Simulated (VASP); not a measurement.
**A VASP study of SiNi3 (LDA): structure first, properties next**

What structure does SiNi3 take at this level, and what are its properties? The steps: magnetic start: ferromagnetic, magnetic start: antiferromagnetic within the cell, magnetic start: antiferromagnetic, q = (0, 0, 1/2), magnetic start: antiferromagnetic, q = (1/2, 1/2, 1/2), magnetic start: antiferromagnetic, q = (1/2, 1/2, 0), the orders side by side, relaxing cell and atoms (LDA), second relaxation, single point with fields (LDA), bands along the symmetry lines (LDA), density of states (LDA), volume scan with LDA, fit for LDA, independent-particle dielectric function (LDA) and bands along the symmetry lines (LDA) with a changed input. The start is a computed cell from the Materials Project.

Program: VASP 6.6.1. Level of theory: LDA, spin-polarised from a ferromagnetic start; plane waves and PAW (Si, Ni), in the first sound run; inputs show where later runs differ. Results are calculated unless marked as measured.

## 1. The starting structure

The structure is cubic, space group Pm-3m (No. 221). Conventional cell: a = 3.464 Å, b = 3.464 Å, c = 3.464 Å, α = 90.00°, β = 90.00°, γ = 90.00°. Nearest to Si lie 12 Ni at 2.45 Å. Ni has 4 Si at 2.45 Å and 8 Ni at 2.45 Å nearest. Farther neighbours are not listed.

As a file:

```xyz
4
Lattice="3.4637 0.0000 0.0000 0.0000 3.4637 0.0000 0.0000 0.0000 3.4637" Properties=species:S:1:pos:R:3 pbc="T T T"
Si    0.0000    0.0000    0.0000
Ni    0.0000    1.7319    1.7319
Ni    1.7319    1.7319    0.0000
Ni    1.7319    0.0000    1.7319
```

## 2. Magnetic start: ferromagnetic

The properties of a magnet depend on its order, so a few collinear patterns are compared first on the cell as listed, beginning with all moments parallel. LDA, the lowest rung, knows the local density alone.

INCAR

```
SYSTEM = SiNi3
PREC = Accurate
ENCUT = 400
EDIFF = 1E-06
NELM = 100
ISMEAR = 1
SIGMA = 0.2
LREAL = .FALSE.
ALGO = Normal
GGA = CA
NBANDS = 27
ISPIN = 2
MAGMOM = 0 1 1 1
LASPH = .TRUE.
LMAXMIX = 4
LORBIT = 11
LWAVE = .FALSE.
LCHARG = .FALSE.
KPAR = 8
ISIF = 2
```

POSCAR

```
SiNi3
1.0
    3.4637400600      0.0000000000      0.0000000000
    0.0000000000      3.4637400600      0.0000000000
    0.0000000000      0.0000000000      3.4637400600
Si Ni
1 3
Direct
    0.0000000000      0.0000000000      0.0000000000
    0.0000000000      0.5000000000      0.5000000000
    0.5000000000      0.5000000000      0.0000000000
    0.5000000000      0.0000000000      0.5000000000
```

KPOINTS

```
Automatic mesh
0
Gamma
7 7 7
0 0 0
```

PAW data sets: Si and Ni (LDA family, release 64).

Command:

```bash
$ mpirun -np 8 vasp_std
```

Log:

```text
[banner, memory and clock lines left out]
running    8 mpi-ranks, on    1 nodes
 distrk:  each k-point on    1 cores,    8 groups
 distr:  one band on    1 cores,    1 groups

 POSCAR found type information on POSCAR SiNi
 POSCAR found :  2 types and       4 ions
|                                                                             |
|           W    W    AA    RRRRR   N    N  II  N    N   GGGG   !!!           |
|           W    W   A  A   R    R  NN   N  II  NN   N  G    G  !!!           |
|           W    W  A    A  R    R  N N  N  II  N N  N  G       !!!           |
|           W WW W  AAAAAA  RRRRR   N  N N  II  N  N N  G  GGG   !            |
|           WW  WW  A    A  R   R   N   NN  II  N   NN  G    G                |
|           W    W  A    A  R    R  N    N  II  N    N   GGGG   !!!           |
|                                                                             |
|     For optimal performance we recommend to set                             |
|       NCORE = 2 up to number-of-cores-per-socket                            |
|     NCORE specifies how many cores store one orbital (NPAR=cpu/NCORE).      |
|     This setting can greatly improve the performance of VASP for DFT.       |
|     The default, NCORE=1 might be grossly inefficient on modern             |
|     multi-core architectures or massively parallel machines. Do your        |
|     Unfortunately you need to use the default for GW and RPA                |
|     calculations (for HF NCORE is supported but not extensively tested      |
|     yet).                                                                   |
|                                                                             |

 LDA part: xc-table for (Slater(with rela. corr.)+CA(PZ))
 , standard interpolation
 POSCAR, INCAR and KPOINTS ok, starting setup
 FFT: planning ... GRIDC
 FFT: planning ... GRID_SOFT
 FFT: planning ... GRID
 WAVECAR not read
 entering main loop
       N       E                     dE             d eps       ncg     rms          rms(c)
DAV:   1     0.179591778231E+03    0.17959E+03   -0.12296E+04  2200   0.138E+03
DAV:   2    -0.206884789438E+02   -0.20028E+03   -0.18729E+03  2160   0.288E+02
DAV:   3    -0.313213350760E+02   -0.10633E+02   -0.10124E+02  2434   0.844E+01
DAV:   4    -0.315115247204E+02   -0.19019E+00   -0.18977E+00  2462   0.107E+01
DAV:   5    -0.315173042925E+02   -0.57796E-02   -0.57790E-02  2522   0.170E+00    0.215E+01
DAV:   6    -0.315264299162E+02   -0.91256E-02   -0.28835E+01  2553   0.991E+01    0.176E+01
DAV:   7    -0.280040161374E+02    0.35224E+01   -0.10403E+01  2597   0.556E+01    0.422E+00
DAV:   8    -0.279193027201E+02    0.84713E-01   -0.28945E-01  2678   0.447E+00    0.150E+00
DAV:   9    -0.279047587420E+02    0.14544E-01   -0.14896E-02  3121   0.147E+00    0.664E-01
DAV:  10    -0.279030343367E+02    0.17244E-02   -0.11122E-03  2684   0.347E-01    0.351E-01
DAV:  11    -0.279020202628E+02    0.10141E-02   -0.32190E-04  2760   0.303E-01    0.891E-02
DAV:  12    -0.279020211997E+02   -0.93694E-06   -0.12100E-04  2692   0.976E-02    0.487E-02
DAV:  13    -0.279020224284E+02   -0.12286E-05   -0.81950E-06  2471   0.398E-02    0.106E-02
DAV:  14    -0.279020221009E+02    0.32749E-06   -0.99960E-07  1841   0.822E-03
   1 F= -.27902022E+02 E0= -.27904458E+02  d E =0.730792E-02  mag=    -0.0000
```

Wall time 11 s (8 MPI ranks of AMD EPYC 7R43, shared host); peak memory 0.98 GiB; 80 s of CPU time.

Lines that name or quote the potential files are left out of all logs, and their timing lines are given in words.

OUTCAR, selected parts (step 2):

```text
ion  position               nearest neighbor table
   1  0.000  0.000  0.000-   2 2.45   3 2.45   4 2.45   2 2.45   4 2.45   2 2.45   3 2.45   2 2.45
                             3 2.45   4 2.45   4 2.45   3 2.45
   2  0.000  0.500  0.500-   1 2.45   3 2.45   4 2.45   1 2.45   3 2.45   1 2.45   4 2.45   1 2.45
                             3 2.45   4 2.45   3 2.45   4 2.45
   3  0.500  0.500  0.000-   1 2.45   2 2.45   4 2.45   2 2.45   4 2.45   1 2.45   4 2.45   4 2.45
                             1 2.45   2 2.45   2 2.45   1 2.45
   4  0.500  0.000  0.500-   1 2.45   2 2.45   3 2.45   1 2.45   3 2.45   2 2.45   3 2.45   3 2.45
                             1 2.45   2 2.45   1 2.45   2 2.45

  LATTYP: Found a simple cubic cell.
 ALAT       =     3.4637400600

 Subroutine GETGRP returns: Found 48 space group operations
 (whereof 48 operations were pure point group operations)

The static configuration has the point symmetry O_h .

 Found     20 irreducible k-points:

   k-points           NKPTS =     20   k-points in BZ     NKDIM =     20   number of bands    NBANDS=     27

   dimension x,y,z NGX =    24 NGY =   24 NGZ =   24
   dimension x,y,z NGXF=    48 NGYF=   48 NGZF=   48

   ENCUT  =  400.0 eV  29.40 Ry    5.42 a.u.   5.65  5.65  5.65*2*pi/ulx,y,z

   NELECT =      34.0000    total number of electrons

 k-points in reciprocal lattice and weights: Automatic mesh
   0.00000000  0.00000000  0.00000000       0.003
   0.14285714  0.00000000  0.00000000       0.017
   0.28571429  0.00000000  0.00000000       0.017
   0.42857143  0.00000000  0.00000000       0.017
   0.14285714  0.14285714  0.00000000       0.035
   0.28571429  0.14285714  0.00000000       0.070
   0.42857143  0.14285714  0.00000000       0.070
   0.28571429  0.28571429  0.00000000       0.035
   0.42857143  0.28571429  0.00000000       0.070
[...]
0.42857143  0.42857143  0.28571429       0.070
   0.42857143  0.42857143  0.42857143       0.023

 average (electrostatic) potential at core
       1 -80.2105       2 -80.1700       3 -80.1700       4 -80.1700

 E-fermi :  10.9671

 spin component 1
 k-point     1 :       0.0000    0.0000    0.0000
  band No.  band energies     occupation
    ...
     12      10.1069      1.00000
     13      10.1069      1.00000
     14      10.3536      1.00006
     15      10.3536      1.00006
     16      10.6847      1.03133
     17      11.0144      0.30612
     18      11.0144      0.30612
     19      11.0144      0.30612
     20      16.1360      0.00000
     21      17.5462      0.00000
    ...

 k-point     2 :       0.1429    0.0000    0.0000
  band No.  band energies     occupation
    ...
     12      10.1681      1.00000
     13      10.1681      1.00000
     14      10.3278      1.00003
     15      10.3565      1.00007
     16      10.5810      1.00994
     17      11.0146      0.30521
     18      11.5272     -0.00027
     19      11.5272     -0.00027
     20      16.4936      0.00000
     21      17.4864      0.00000
    ...

 k-point     3 :       0.2857    0.0000    0.0000
  band No.  band energies     occupation
    ...
     12       9.9191      1.00000
     13       9.9191      1.00000
     14      10.0344      1.00000
     15      10.2255      1.00000
     16      10.4182      1.00036
     17      11.0152      0.30288
     18      12.7998     -0.00000
     19      12.7998     -0.00000
     20      16.5423      0.00000
     21      17.3281      0.00000
    ...

 k-point     4 :       0.4286    0.0000    0.0000
  band No.  band energies     occupation
    ...
     12       9.6361      1.00000
     13       9.6361      1.00000
     14       9.7006      1.00000
     15       9.8575      1.00000
     16      10.4206      1.00039
     17      11.0154      0.30193
     18      14.3218     -0.00000
     19      14.3218     -0.00000
     20      16.4330      0.00000
     21      16.8664      0.00000
    ...

 k-point     5 :       0.1429    0.1429    0.0000
  band No.  band energies     occupation
    ...
     13      10.1622      1.00000
     14      10.1882      1.00000
     15      10.4710      1.00126
     16      10.4740      1.00135
     17      10.8879      0.80771
     18      11.4524     -0.00160
     19      12.0432     -0.00000
     20      16.8920      0.00000
     21      18.2814      0.00000
     22      18.5223      0.00000
    ...

 k-point     6 :       0.2857    0.1429    0.0000
  band No.  band energies     occupation
    ...
     13       9.8301      1.00000
     14      10.1196      1.00000
     15      10.2986      1.00001
     16      10.3351      1.00004
     17      10.8202      0.97136
     18      12.1059     -0.00000
     19      13.1907     -0.00000
     20      16.7417      0.00000
     21      16.9825      0.00000
     22      18.5587      0.00000
    ...

  Total       -1.9969258     -1.9969258     -1.9969258      0.0000000     -0.0000000      0.0000000
  in kB      -76.9904085    -76.9904085    -76.9904085      0.0000000     -0.0000000      0.0000000
  external PRESSURE =     -76.9904085 kB  Pullay stress =       0.0000000 kB

  energy-cutoff  :      400.00
  volume of cell :       41.56
      direct lattice vectors                 reciprocal lattice vectors
     3.463740060  0.000000000  0.000000000     0.288705267  0.000000000  0.000000000
     0.000000000  3.463740060  0.000000000     0.000000000  0.288705267  0.000000000
     0.000000000  0.000000000  3.463740060     0.000000000  0.000000000  0.288705267

 POSITION                                       TOTAL-FORCE (eV/Angst)
 -----------------------------------------------------------------------------------
      0.00000      0.00000      0.00000         0.000000      0.000000      0.000000
      0.00000      1.73187      1.73187         0.000000      0.000000      0.000000
      1.73187      1.73187      0.00000         0.000000      0.000000      0.000000
      1.73187      0.00000      1.73187         0.000000      0.000000      0.000000
 -----------------------------------------------------------------------------------
    total drift:                                0.000000     -0.000000     -0.000000

  FREE ENERGIE OF THE ION-ELECTRON SYSTEM (eV)
  ---------------------------------------------------
  free  energy   TOTEN  =       -27.9020221009 eV

  energy  without entropy=      -27.9093300244  energy(sigma->0) =      -27.90445808

 total charge
# of ion       s       p       d       tot
------------------------------------------
    1        0.736   0.842   0.000   1.577
    2        0.505   0.608   8.445   9.558
    3        0.505   0.608   8.445   9.558
    4        0.505   0.608   8.445   9.558
--------------------------------------------------
tot          2.252   2.666  25.334  30.252

 magnetization (x)
# of ion       s       p       d       tot
------------------------------------------
    1       -0.000  -0.000   0.000  -0.000
    2       -0.000  -0.000   0.000   0.000
    3       -0.000  -0.000   0.000   0.000
    4       -0.000  -0.000   0.000   0.000
--------------------------------------------------
tot         -0.000  -0.000   0.000   0.000

[... 6 further parts left out ...]
```

The k-mesh is coarse for a metal. At this level the cell is under a tension of 7.7 GPa, so at these settings it is away from equilibrium.

This step gave:

| Item | Value |
| --- | --- |
| SCF cycles | 14 |
| electrons | 34 |
| bands | 27 |
| irreducible k-points | 20 |
| symmetry operations | 48 |
| free energy (TOTEN) | -27.90 eV |
| energy at zero smearing | -27.90 eV |
| Fermi energy | 10.97 eV |
| pressure | -7.699 GPa |
| metallic, judged on the points sampled | yes |

The spin moment in the PAW sphere vanishes on all atoms.

The moments fall under 0.1 μB, and the mesh shows no gap.

## 3. Magnetic start: antiferromagnetic within the cell

This step: LDA, spin-polarised from a ferrimagnetic start; plane waves and PAW (Si, Ni) (VASP 6.6.1).

Next, a pattern with opposite moments.

Changes to INCAR since step 2:

```diff
@@ -10,5 +10,5 @@
 GGA = CA
-NBANDS = 27
+NBANDS = 26
 ISPIN = 2
-MAGMOM = 0 1 1 1
+MAGMOM = 0 1 -1 1
 LASPH = .TRUE.
```

POSCAR is that of step 2.

KPOINTS is that of step 2.

Command:

```bash
$ mpirun -np 8 vasp_std
```

Log:

```text
[banner, memory and clock lines left out]
running    8 mpi-ranks, on    1 nodes
 distrk:  each k-point on    1 cores,    8 groups
 distr:  one band on    1 cores,    1 groups

 POSCAR found type information on POSCAR SiNi
 POSCAR found :  2 types and       4 ions
 [... a notice as in an earlier step ...]

 LDA part: xc-table for (Slater(with rela. corr.)+CA(PZ))
 , standard interpolation
 POSCAR, INCAR and KPOINTS ok, starting setup
 FFT: planning ... GRIDC
 FFT: planning ... GRID_SOFT
 FFT: planning ... GRID
 WAVECAR not read
 entering main loop
       N       E                     dE             d eps       ncg     rms          rms(c)
DAV:   1     0.177740863074E+03    0.17774E+03   -0.12425E+04  4248   0.143E+03
DAV:   2    -0.216067030006E+02   -0.19935E+03   -0.18699E+03  4162   0.293E+02
DAV:   3    -0.313443066027E+02   -0.97376E+01   -0.93454E+01  4664   0.846E+01
DAV:   4    -0.315124599623E+02   -0.16815E+00   -0.16783E+00  4778   0.104E+01
DAV:   5    -0.315176037078E+02   -0.51437E-02   -0.51432E-02  4932   0.166E+00    0.216E+01
DAV:   6    -0.314155774588E+02    0.10203E+00   -0.30998E+01  4860   0.102E+02    0.170E+01
DAV:   7    -0.280122070614E+02    0.34034E+01   -0.10812E+01  4944   0.588E+01    0.449E+00
DAV:   8    -0.281839824873E+02   -0.17178E+00   -0.10229E+00  5528   0.300E+01    0.584E+00
DAV:   9    -0.279100409056E+02    0.27394E+00   -0.36897E-01  4996   0.244E+01    0.109E+00
DAV:  10    -0.279035645100E+02    0.64764E-02   -0.52813E-02  4762   0.220E+00    0.469E-01
DAV:  11    -0.279024991826E+02    0.10653E-02   -0.22238E-03  6050   0.771E-01    0.253E-01
DAV:  12    -0.279020890746E+02    0.41011E-03   -0.28698E-04  5454   0.204E-01    0.111E-01
DAV:  13    -0.279020248426E+02    0.64232E-04   -0.10202E-04  5750   0.287E-01    0.484E-02
DAV:  14    -0.279020238461E+02    0.99641E-06   -0.23264E-05  4610   0.485E-02    0.178E-02
DAV:  15    -0.279020219886E+02    0.18576E-05   -0.34507E-06  4568   0.589E-02    0.614E-03
DAV:  16    -0.279020217757E+02    0.21291E-06   -0.81078E-07  2220   0.207E-02
   1 F= -.27902022E+02 E0= -.27904457E+02  d E =0.730609E-02  mag=    -0.0000
```

Elapsed: 14 s, on 8 MPI ranks; peak memory 1.1 GiB.

OUTCAR, selected parts (step 3):

```text
The static configuration has the point symmetry O_h .

 Found     40 irreducible k-points:

   k-points           NKPTS =     40   k-points in BZ     NKDIM =     40   number of bands    NBANDS=     26

   NELECT =      34.0000    total number of electrons

 E-fermi :  10.9674

 spin component 1
 k-point     1 :       0.0000    0.0000    0.0000
  band No.  band energies     occupation
    ...
     12      10.1067      1.00000
     13      10.1067      1.00000
     14      10.3540      1.00006
     15      10.3541      1.00006
     16      10.6851      1.03133
     17      11.0148      0.30563
     18      11.0149      0.30524
     19      11.0149      0.30524
     20      16.1360      0.00000
     21      17.5462      0.00000
    ...

 k-point     2 :       0.1429    0.0000    0.0000
  band No.  band energies     occupation
    ...
     12      10.1683      1.00000
     13      10.1684      1.00000
     14      10.3282      1.00003
     15      10.3570      1.00007
     16      10.5814      1.00995
     17      11.0152      0.30433
     18      11.5273     -0.00027
     19      11.5274     -0.00027
     20      16.4936      0.00000
     21      17.4865      0.00000
    ...

 k-point     3 :       0.0000    0.0000    0.1429
  band No.  band energies     occupation
    ...
     12      10.1683      1.00000
     13      10.1683      1.00000
     14      10.3283      1.00003
     15      10.3569      1.00007
     16      10.5814      1.00994
     17      11.0151      0.30472
     18      11.5274     -0.00027
     19      11.5274     -0.00027
     20      16.4936      0.00000
     21      17.4865      0.00000
    ...

 k-point     4 :       0.2857    0.0000    0.0000
  band No.  band energies     occupation
    ...
     12       9.9196      1.00000
     13       9.9196      1.00000
     14      10.0348      1.00000
     15      10.2259      1.00000
     16      10.4187      1.00036
     17      11.0158      0.30200
     18      12.7999     -0.00000
     19      12.7999     -0.00000
     20      16.5422      0.00000
     21      17.3281      0.00000
    ...

  Total       -2.0082208     -2.0082208     -2.0082985      0.0000000      0.0000000      0.0000000
  in kB      -77.4258826    -77.4258826    -77.4288772      0.0000000      0.0000000      0.0000000
  external PRESSURE =     -77.4268808 kB  Pullay stress =       0.0000000 kB

  FREE ENERGIE OF THE ION-ELECTRON SYSTEM (eV)
  ---------------------------------------------------
  free  energy   TOTEN  =       -27.9020217757 eV

  energy  without entropy=      -27.9093278652  energy(sigma->0) =      -27.90445714

 total charge
# of ion       s       p       d       tot
------------------------------------------
    1        0.736   0.842   0.000   1.577
    2        0.505   0.608   8.445   9.558
    3        0.505   0.608   8.444   9.558
    4        0.505   0.608   8.445   9.558
--------------------------------------------------
tot          2.252   2.666  25.334  30.252

 magnetization (x)
# of ion       s       p       d       tot
------------------------------------------
    1       -0.000  -0.000   0.000  -0.000
    2       -0.000  -0.000   0.000   0.000
    3        0.000  -0.000   0.000   0.000
    4       -0.000  -0.000   0.000   0.000
--------------------------------------------------
tot         -0.000  -0.000   0.000   0.000

[... 7 parts as in an earlier step ...]

[... 10 further parts left out ...]
```

Numbers from this step:

- SCF cycles: 16
- bands: 26
- irreducible k-points: 40
- symmetry operations: 16
- pressure: -7.743 GPa

The energy lies +0.0 meV an atom from the first pattern, and both runs end without moments, so a difference comes from cell, mesh or thresholds alone. The moments fall under 0.1 μB, and the mesh shows no gap.

(Continued in part 2 of 7.)

[Lines on the potential files, build, host, timing and source positions are cut from VASP's logs without a mark.]

[Logs are printed without paths, hosts, clocks, repeated set-up lines and the standing remarks that a program may print on its own settings, such as how far it seeks lower states.]

[Hosts, paths, dates, database ids (printed as entryN), source tags and the programs' standing remarks are cut or masked in the printed files.]

[A measured line is paired with the nearest computed mode of its activity, which favours agreement.]

[In band tables of VASP the shares of atoms and orbitals are scaled to a sum of 1 inside the atoms' spheres.]
